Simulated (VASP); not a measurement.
The system is GaSb3.

```
CELL_PARAMETERS angstrom
0.00000 3.73060 3.73060
3.73060 0.00000 3.73060
3.73060 3.73060 0.00000
ATOMIC_POSITIONS crystal
Ga 0.00000 0.00000 0.00000
Sb 0.25000 0.25000 0.25000
Sb 0.75000 0.75000 0.75000
Sb 0.50000 0.50000 0.50000
```

The cell comes from a database or a generator and needn't be the stable form of this composition.

```yaml
Program: VASP 6.6.1
Task: relaxation of cell and atoms
Functional: PBE
Dispersion: D3(BJ)
Potentials_or_basis: VASP PAW PBE potentials, release 64 (Ga_d, Sb)
Cutoff: 600 eV
k_mesh: 10 × 10 × 10
Occupations: gaussian, width 0.1 eV
Spin: no spin polarisation
```

At the start: pressure -3.6 GPa; volume 25.96 Å³/atom.

Problem. How do energy, volume and symmetry change on relaxing?

Solution. Over 3 steps the energy falls by 20.5 meV/atom and the volume is 24.24 Å³/atom (-6.6 %); space group Fm-3m (No. 225, to 0.05 Å).

Step by step:
```csv
step,energy change (eV),largest force (eV/Å),pressure (GPa),volume (Å³)
1,0.0000,0.0000,-3.58,103.84
2,-0.0767,0.0000,1.10,95.37
3,-0.0819,0.0000,0.00,96.98
```

Final structure:
```
CELL_PARAMETERS angstrom
0.00000 3.64654 3.64654
3.64654 0.00000 3.64654
3.64654 3.64654 0.00000
ATOMIC_POSITIONS crystal
Ga 0.00000 0.00000 0.00000
Sb 0.25000 0.25000 0.25000
Sb 0.75000 0.75000 0.75000
Sb 0.50000 0.50000 0.50000
```
